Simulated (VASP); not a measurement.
VASP runs on MoSi2 (MoSi2 type) share one base input (PBE GGA, plane waves, VASP's PBE PAW potentials (set 64)) and change the settings named in each case.

**POSCAR**
```
MoSi2
1
   -1.6050000000     1.6050000000     3.9250000000
    1.6050000000    -1.6050000000     3.9250000000
    1.6050000000     1.6050000000    -3.9250000000
Si Mo
2 1
Direct
  0.6650000000   0.6650000000   0.0000000000
  0.3350000000   0.3350000000   0.0000000000
  0.0000000000   0.0000000000   0.0000000000
```

### INCAR
```
# general
SYSTEM  = MoSi2
PREC    = Accurate
ENCUT   = 400
LREAL   = .FALSE.
LASPH   = .TRUE.

# electronic loop
EDIFF   = 1E-6
NELM    = 100
ALGO    = Normal
LMAXMIX = 4

# smearing
ISMEAR  = 1
SIGMA   = 0.1

# functional
GGA     = PE

# ions
ISIF    = 2

# output
LWAVE   = .FALSE.
LCHARG  = .FALSE.
```

KPOINTS:
```
kpoints
0
Gamma
 12 12 12
```

POTCAR, in this order: Si Mo_sv (PBE.64 set). Program: vasp_std.

```tsv
change	electronic steps
base run	13
AMIX = 0.6, BMIX = 3.0, IMIX = 1	20
AMIX = 0.6, BMIX = 1.0, IMIX = 1 (crashed)	54
AMIX = 0.1, BMIX = 3.0, IMIX = 1	87
AMIX = 1.0, BMIX = 1.0, IMIX = 1 (crashed)	56
AMIX = 0.05, BMIX = 1.0, IMIX = 1	94
```

Left out are runs that ran out of time, are held back, or changed the cell or the kind of run, fixed moments of cells without a moment, rows past the twelfth, gaps on odd meshes, pressures of charged cells and columns that move by less than the noise.

The compound is MoSi2 in the MoSi2 type structure. The cell was not relaxed at this level.
